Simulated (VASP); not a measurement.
Given:

```xyz
3
Lattice="4.3100 0.0000 0.0000 -2.1550 3.7326 0.0000 0.0000 0.0000 3.4638" Properties=species:S:1:pos:R:3 pbc="T T T"
Zr     0.0000     0.0000     0.0000
Ge     0.0000     2.4884     1.7319
Ge     2.1550     1.2442     1.7319
```

Calculation: PBEsol GGA, VASP's PBE PAW potentials (set 64) (plane waves; VASP). Run with 400 eV cut-off, Gaussian smearing of 0.050 eV, potentials Zr_sv Ge_d.

Q: Give the energies of bands 16 to 23 at the high-symmetry points, in eV from the Fermi level.

A: 
```json
[
 {"band": "16", "Γ": "-4.13", "M": "-9.66", "K": "-9.99", "A": "-6.45", "L": "-8.02", "H": "-9.33"},
 {"band": "17", "Γ": "-4.13", "M": "-4.19", "K": "-6.44", "A": "-2.26", "L": "-4.75", "H": "-4.57"},
 {"band": "18", "Γ": "-3.85", "M": "-3.48", "K": "-0.45", "A": "-2.10", "L": "-3.92", "H": "-3.70"},
 {"band": "19", "Γ": "-1.78", "M": "-1.13", "K": "-0.40", "A": "-2.10", "L": "-3.90", "H": "-3.70"},
 {"band": "20", "Γ": "-0.25", "M": "0.48", "K": "-0.40", "A": "-2.08", "L": "-0.48", "H": "0.53"},
 {"band": "21", "Γ": "0.93", "M": "0.50", "K": "-0.11", "A": "-2.08", "L": "1.35", "H": "0.76"},
 {"band": "22", "Γ": "0.93", "M": "1.24", "K": "-0.11", "A": "-0.39", "L": "1.59", "H": "0.76"},
 {"band": "23", "Γ": "1.48", "M": "2.72", "K": "4.95", "A": "-0.39", "L": "2.45", "H": "2.33"}
]
```

It has no gap at this level: it comes out as a metal or semimetal.

The structure was generated: ZrGe2 was put into the AlB2 type (P6/mmm), which need not be its known phase. It was relaxed first, which changed the volume by -32 %.
